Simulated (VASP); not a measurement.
These are PBE GGA, VASP's PBE PAW potentials (set 64) (plane waves; VASP) values and carry that method's errors.

A VASP calculation is set up with these files.

### POSCAR
```
PbF2
1
    0.0000000000     3.0405300000     2.9546830000
    2.9555420000     0.0000000000     2.9546830000
    2.9555420000     3.0405300000     0.0000000000
Pb F
1 2
Direct
  0.0000000000   0.0000000000   0.0000000000
  0.2500000000   0.2500000000   0.2500000000
  0.7403290000   0.7596710000   0.7596710000
```

INCAR:
```
LCHARG = .FALSE.
LASPH = .TRUE.
PREC = Single
SYSTEM = PbF2
LMAXMIX = 4   ! l cut-off of mixed one-centre charges
ISMEAR = 0
EDIFF = 1E-6   ! SCF stop (eV)
NELM = 100   ! most electronic steps
LWAVE = .FALSE.
SIGMA = 0.05
GGA = PE
ALGO = Normal
ISIF = 2   ! forces and stress, cell fixed
LREAL = .FALSE.   ! projection in real space or not
ENCUT = 520
```

KPOINTS:
```
kpoints
0
Gamma
  6 6 6
```

POTCAR, in this order: Pb_d F (PBE.64 set). Program: vasp_std.

What does the run give for the energy per atom (σ→0), pressure, largest force?

```yaml
energy per atom (σ→0): -4.780 eV/atom
pressure: 1.05 GPa
largest_force: 0.142 eV/Å
```

File OSZICAR:
```
...
DAV:   8    -0.143413660528E+02    0.46717E-02   -0.10247E-01  2466   0.396E+00    0.487E-01
DAV:   9    -0.143390122296E+02    0.23538E-02   -0.19766E-02  2740   0.108E+00    0.101E-01
DAV:  10    -0.143401673571E+02   -0.11551E-02   -0.15496E-03  2454   0.430E-01    0.278E-02
DAV:  11    -0.143401577875E+02    0.95696E-05   -0.10917E-04  2630   0.107E-01    0.114E-02
DAV:  12    -0.143401680372E+02   -0.10250E-04   -0.45153E-05  2746   0.716E-02    0.996E-03
DAV:  13    -0.143401665095E+02    0.15277E-05   -0.13622E-05  2698   0.412E-02    0.142E-03
DAV:  14    -0.143401665762E+02   -0.66697E-07   -0.56719E-07  1526   0.648E-03
   1 F= -.14340167E+02 E0= -.14340167E+02  d E =-.372624E-13
```

The compound is PbF2 in the fluorite structure, the β form. The cell was not relaxed at this level, atoms are displaced from their ideal sites. The run is one of a series of settings (PREC = Single against the base run), some of them coarse on purpose.
